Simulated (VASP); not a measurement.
A cell of GaSb (zinc blende) near equilibrium:

```yaml
crystal:
  lattice:
    - [0.00000, 3.06359, 3.06359]
    - [3.06359, 0.00000, 3.06359]
    - [3.06359, 3.06359, 0.00000]
  atoms:
    - { symbol: Ga, position: [0.00000, 0.00000, 0.00000] }
    - { symbol: Sb, position: [0.25000, 0.25000, 0.25000] }
```

The numbers are results of r2SCAN meta-GGA, VASP's PBE PAW potentials (set 64) (plane waves; VASP 6.6.1), not measurements.

Unless said otherwise, spin-orbit coupling is left out, though it shifts the bands of the heavy elements here.

```tsv
run	ΔE (meV/atom)	σxx	σyy	σzz	largest shear component, with its sign (GPa)	gap (eV)
as it is	0.0	0.21	0.21	0.21	0.00	0.42
after one change	5.7	1.97	1.97	1.97	0.00	0.65
```
Stress is in GPa, positive when the cell is compressed; gaps are those on the k-mesh, and 0.00 means metallic.

Q: Name the change that produced these shifts.
A) uniaxial strain of -3.0 % along z
B) isotropic strain of -1.0 %
C) shear strain γ_yz = +0.5 %
D) isotropic strain of +1.0 %

A: B, isotropic strain of -1.0 %

The compound is GaSb in the zinc blende structure.
